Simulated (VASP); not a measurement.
Level of theory: PBE GGA with D3 dispersion (Becke-Johnson damping), VASP's PBE PAW potentials (set 64) (plane waves; VASP 6.6.1).

The input files of a VASP run:

**POSCAR**
```
GaN
1
    1.5990467643    -2.7696302011     0.0000000000
    1.5990467643     2.7696302011     0.0000000000
    0.0000000000     0.0000000000     5.2050886262
Ga N
2 2
Direct
  0.6666670000   0.3333330000   0.5000334969
  0.3333330000   0.6666670000   0.0000334969
  0.6666670000   0.3333330000   0.8769665031
  0.3333330000   0.6666670000   0.3769665031
```

File KPOINTS:
```
Automatic mesh
0
Gamma
9 9 5
0 0 0
```

**INCAR**
```
! general
SYSTEM   =  GaN
PREC     =  Accurate
ENCUT    =  520
LREAL    =  F
LASPH    =  T

! electronic loop
EDIFF    =  1E-7
NELM     =  100
ALGO     =  Normal
LMAXMIX  =  4

! smearing
ISMEAR   =  -5

! functional
GGA      =  PE
IVDW     =  12

! ions
ISIF     =  2

! output
LWAVE    =  F
LCHARG   =  T
LORBIT   =  11
NEDOS    =  601

! other
LEFG     =  T
```

POTCAR, in this order: Ga_d N (PBE.64 set). Program: vasp_std.

The resulting files:

### OUTCAR
```
 ion  position               nearest neighbor table
   1  0.667  0.333  0.500-   4 1.95   4 1.95   4 1.95   3 1.96
   2  0.333  0.667  0.000-   3 1.95   3 1.95   3 1.95   4 1.96
   3  0.667  0.333  0.877-   2 1.95   2 1.95   2 1.95   1 1.96
   4  0.333  0.667  0.377-   1 1.95   1 1.95   1 1.95   2 1.96
  LATTYP: Found a hexagonal cell.
 ALAT       =     3.1980934954
 C/A-ratio  =     1.6275598677
 Subroutine PRICEL returns:
 Original cell was already a primitive cell.
 Subroutine GETGRP returns: Found 12 space group operations
The static configuration has the point symmetry C_3v.
 The point group associated with its full space group is C_6v.
The dynamic configuration has the point symmetry C_3v.
 Subroutine INISYM returns: Found 12 space group operations
 Subroutine IBZKPT returns following result:
 Found     36 irreducible k-points:

 Following reciprocal coordinates:
            Coordinates               Weight
  0.000000  0.000000  0.000000      1.000000
  0.111111 -0.000000  0.000000      6.000000
  0.222222 -0.000000  0.000000      6.000000
  0.333333  0.000000  0.000000      6.000000
  0.444444 -0.000000  0.000000      6.000000
...
```

### OSZICAR
```
       N       E                     dE             d eps       ncg     rms          rms(c)
DAV:   1     0.282182354824E+03    0.28218E+03   -0.18503E+04  1648   0.302E+03
DAV:   2     0.804342698617E+01   -0.27414E+03   -0.26622E+03  1792   0.535E+02
DAV:   3    -0.267859754225E+02   -0.34829E+02   -0.34554E+02  1764   0.156E+02
DAV:   4    -0.282819336723E+02   -0.14960E+01   -0.14912E+01  2264   0.341E+01
DAV:   5    -0.283051056226E+02   -0.23172E-01   -0.23164E-01  1754   0.390E+00    0.109E+01
DAV:   6    -0.242139613822E+02    0.40911E+01   -0.15423E+01  2822   0.574E+01    0.312E+00
DAV:   7    -0.243384225234E+02   -0.12446E+00   -0.17387E+00  1758   0.111E+01    0.270E+00
DAV:   8    -0.243370383180E+02    0.13842E-02   -0.27227E-01  2570   0.822E+00    0.840E-01
DAV:   9    -0.243155212909E+02    0.21517E-01   -0.11049E-01  2882   0.567E+00    0.337E-01
DAV:  10    -0.243164359313E+02   -0.91464E-03   -0.57678E-03  1776   0.801E-01    0.147E-01
DAV:  11    -0.243164214402E+02    0.14491E-04   -0.12140E-03  2416   0.664E-01    0.248E-02
DAV:  12    -0.243164333121E+02   -0.11872E-04   -0.17347E-04  1784   0.974E-02    0.140E-02
DAV:  13    -0.243164329871E+02    0.32494E-06   -0.29878E-05  2162   0.122E-01    0.299E-03
DAV:  14    -0.243164334104E+02   -0.42324E-06   -0.42535E-06  2312   0.290E-02    0.173E-03
DAV:  15    -0.243164332527E+02    0.15769E-06   -0.30747E-07  1656   0.674E-03    0.442E-04
DAV:  16    -0.243164332975E+02   -0.44863E-07   -0.91142E-08  1120   0.609E-03
   1 F= -.25323389E+02 E0= -.25323389E+02  d E =0.000000E+00
```

**OUTCAR**
```
------------------------ aborting loop because EDIFF is reached ----------------------------------------
 Edisp (eV)   -1.00696
  FORCE on cell =-STRESS in cart. coord.  units (eV):
  Direction    XX          YY          ZZ          XY          YZ          ZX
  --------------------------------------------------------------------------------------
  Total      -0.02810    -0.02810     0.05857     0.00000     0.00000     0.00000
  in kB      -0.97658    -0.97658     2.03540     0.00000     0.00000     0.00000
  external pressure =        0.03 kB  Pullay stress =        0.00 kB
  volume of cell :       46.10
      direct lattice vectors                 reciprocal lattice vectors
     1.599046764 -2.769630201  0.000000000     0.312686290 -0.180529516  0.000000000
     1.599046764  2.769630201  0.000000000     0.312686290  0.180529516  0.000000000
     0.000000000  0.000000000  5.205088626     0.000000000  0.000000000  0.192119687
  FREE ENERGIE OF THE ION-ELECTRON SYSTEM (eV)
  ---------------------------------------------------
  free  energy   TOTEN  =       -25.3233887336 eV

  energy  without entropy=      -25.3233887336  energy(sigma->0) =      -25.32338873

 total charge

# of ion       s       p       d       tot
------------------------------------------
    1        0.786   0.886  10.174  11.846
    2        0.786   0.886  10.174  11.846
    3        1.224   2.516   0.000   3.740
    4        1.224   2.516   0.000   3.740
--------------------------------------------------
tot          4.020   6.803  20.349  31.172

 Electric field gradients after diagonalization (V/A^2)
 (convention: |V_zz| > |V_xx| > |V_yy|)
----------------------------------------------------------------------
 ion       V_xx      V_yy      V_zz     asymmetry (V_yy - V_xx)/ V_zz
----------------------------------------------------------------------
   1      -2.322    -2.313     4.635       0.002
   2      -2.322    -2.313     4.635       0.002
   3      -0.346    -0.343     0.689       0.004
   4      -0.346    -0.343     0.689       0.004
```
(Selected blocks of OUTCAR.)

OUTCAR:
```
 val. band max:        5.2190373239   @ k =   0.0000   0.0000   0.0000

 cond. band min:       7.0723449172   @ k =   0.0000   0.0000   0.0000


 Fermi energy:         5.2633737606

 k-point     1 :       0.0000    0.0000    0.0000
  band No.  band energies     occupation
      1     -10.6811      2.00000
      2      -9.7909      2.00000
      3      -8.2107      2.00000
      4      -8.1962      2.00000
      5      -8.1962      2.00000
      6      -8.1367      2.00000
      7      -8.1367      2.00000
      8      -7.9507      2.00000
      9      -7.9507      2.00000
     10      -7.8550      2.00000
     11      -7.8550      2.00000
     12      -6.6189      2.00000
     13      -1.7638      2.00000
     14       4.1965      2.00000
     15       4.1965      2.00000
     16       5.1871      2.00000
     17       5.2190      2.00000
     18       5.2190      2.00000
     19       7.0723      0.00000
     20       9.4052      0.00000
     21      14.3672      0.00000
     22      15.0560      0.00000

 k-point     2 :       0.1111   -0.0000    0.0000
  band No.  band energies     occupation
      1     -10.5638      2.00000
      2      -9.7614      2.00000
      3      -8.1985      2.00000
      4      -8.1794      2.00000
      5      -8.1566      2.00000
      6      -8.1222      2.00000
      7      -8.1134      2.00000
      8      -7.9605      2.00000
      9      -7.9515      2.00000
     10      -7.8741      2.00000
     11      -7.8523      2.00000
     12      -6.5353      2.00000
     13      -1.5907      2.00000
     14       3.3383      2.00000
     15       3.9503      2.00000
     16       4.2375      2.00000
     17       5.0662      2.00000
     18       5.1100      2.00000
     19       7.9668      0.00000
     20      10.1184      0.00000
     21      13.9594      0.00000
     22      14.3821      0.00000

 k-point     3 :       0.2222   -0.0000    0.0000
  band No.  band energies     occupation
      1     -10.2727      2.00000
...
```

The compound is GaN in the wurtzite structure. It was relaxed first.
